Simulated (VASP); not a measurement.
Here is the system:

```xyz
3
Lattice="2.2672 -3.9268 0.0000 2.2672 3.9268 0.0000 0.0000 0.0000 5.9566" Properties=species:S:1:pos:R:3 pbc="T T T"
Te     0.6038     1.0457     3.9711
Te     3.3268     0.0000     0.0000
Te     0.6038    -1.0457     1.9855
```

All values below come from PBE GGA, VASP's PBE PAW potentials (set 64) (plane waves; VASP). Settings: 500 eV cut-off, 6×6×4 Γ-centred mesh, Gaussian smearing of 0.050 eV, potentials Te.

Unless said otherwise, spin-orbit coupling is left out, though it shifts the bands of the heavy elements here.

Problem. Predict the energy per atom (σ→0), band gap (on the k-mesh) with the smallest direct gap where there is one.

Solution. 
```json
{
  "band gap (on the k-mesh)": "0.23 eV",
  "smallest direct gap (on the k-mesh)": "0.23 eV",
  "energy per atom (σ→0)": "-3142 meV/atom"
}
```

Total energies compare only between runs with the same potentials, cut-off and functional.

The compound is Te in the trig structure. It was relaxed first.
